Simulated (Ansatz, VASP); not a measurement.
**One calculation of HfSb2, two programs**

```
Hf Sb
1.0
     5.18520    0.00000    0.00000
    -2.59260    4.49051    0.00000
     0.00000    0.00000   24.70757
Hf Sb
1 2
Direct
  0.00000 0.00000 0.29430
  0.33333 0.66667 0.31277
  0.66667 0.33333 0.31277
```

Alike in both runs: functional PBE; k mesh 9 × 9 × 1; occupations gaussian, width 0.01 eV; no spin polarisation.

Ansatz relaxed the structure, and its values are those at the end. VASP's run is a single point on that final structure, the one shown.

|  | VASP | Ansatz |
| --- | --- | --- |
| version | VASP 6.6.1 | Ansatz 0.2.0 |
| potentials or method | VASP PAW PBE potentials, release 64 (Hf_pv, Sb) | scalar-relativistic, plane waves, PAW |
| plane-wave cutoff (eV) | 520 | 420 |
| valence electrons in the cell | 20 | 56 |

Ansatz gave:

| Quantity | Value |
| --- | --- |
| gap on the k mesh at the Fermi level (eV) | 0.16 |
| least direct gap on the mesh (eV) | 0.16 |
| rms of the force components (eV/Å) | 0.000 |

**Question.** What did VASP give for the same quantities?

**Answer.** gap on the k mesh at the Fermi level (eV): 0.14; least direct gap on the mesh (eV): 0.14; rms of the force components (eV/Å): 0.003.

The functional is the same, so the differences come from potentials, cutoffs and numerics. The two sets of potentials don't hold the same shells in valence.

Caveats: spin-orbit coupling is left out, which moves the levels of the heavy elements. As with any semilocal functional, this PBE gap is likely too small.
